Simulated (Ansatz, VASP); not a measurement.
As2Se: VASP beside Ansatz

```
As Se
1.0
    -3.48000    3.56986    2.71382
     3.46506   -3.54846    2.66546
     3.54671    3.61517   -2.68534
As Se
4 2
Direct
  0.83558 0.11698 0.73619
  0.38121 0.13238 0.25425
  0.87232 0.64093 0.75347
  0.88099 0.12860 0.24677
  0.49343 0.47862 0.97482
  0.22236 0.71658 0.50909
```

Change from the starting cell: kmesh displaced: [4, 4, 4] Gamma-centred.

Alike in both runs: task single point; functional PBEsol; k mesh 4 × 4 × 4; occupations gaussian, width 0.1 eV; no spin polarisation.

```csv
,VASP,Ansatz
version,VASP 6.6.1,Ansatz 0.2.0
potentials or method,"VASP PAW PBE potentials, release 64 (As, Se)","scalar-relativistic, plane waves, PAW"
plane-wave cutoff (eV),520,420
valence electrons in the cell,32,92
```

|  | VASP | Ansatz | Ansatz less VASP |
| --- | --- | --- | --- |
| gap on the k mesh at the Fermi level (eV) | none | none | - |
| pressure (GPa) | -4.5 | -4.7 | -0.15 |
| largest component of the traceless stress (GPa) | 2.35 | 2.35 | +0.002 |
| rms of the force components (eV/Å) | 0.328 | 0.323 | -0.0047 |

Atom by atom the forces differ by 0.007 eV/Å (rms over components). A gap of «none» marks a metal or a gap that the smearing closes. The functional is the same, so the differences come from potentials, cutoffs and numerics. The two sets of potentials don't hold the same shells in valence.

Caveats: the k mesh is coarse (spacing up to 0.37 Å⁻¹), so the values aren't converged; the PAW data sets were made with another functional, which shifts forces and pressure a little (VASP).
